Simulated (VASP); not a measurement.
Consider the following.

```
CELL_PARAMETERS angstrom
      0.00000     3.72849     3.72849
      3.72849     0.00000     3.72849
      3.72849     3.72849     0.00000
ATOMIC_POSITIONS crystal
  K  0.25000 0.25000 0.25000
  K  0.75000 0.75000 0.75000
  S  0.00000 0.00000 0.00000
```

Calculation: modified Becke-Johnson potential (mBJ), VASP's PBE PAW potentials (set 64) (plane waves; VASP). Run with 520 eV cut-off, 4×4×4 Γ-centred mesh, Gaussian smearing of 0.050 eV, potentials K_sv S.

mBJ is a potential without an energy functional, so only the levels count.

Question: Estimate the band gap (over mesh and band path) with the smallest direct gap where there is one.

Answer: 
```json
{
  "band gap (over mesh and band path)": "4.88 eV",
  "smallest direct gap (over mesh and band path)": "5.02 eV"
}
```

Total energies compare only between runs with the same potentials, cut-off and functional.

The compound is K2S in the antifluorite structure. It was relaxed first. The cell's shape comes from a PBE relaxation.
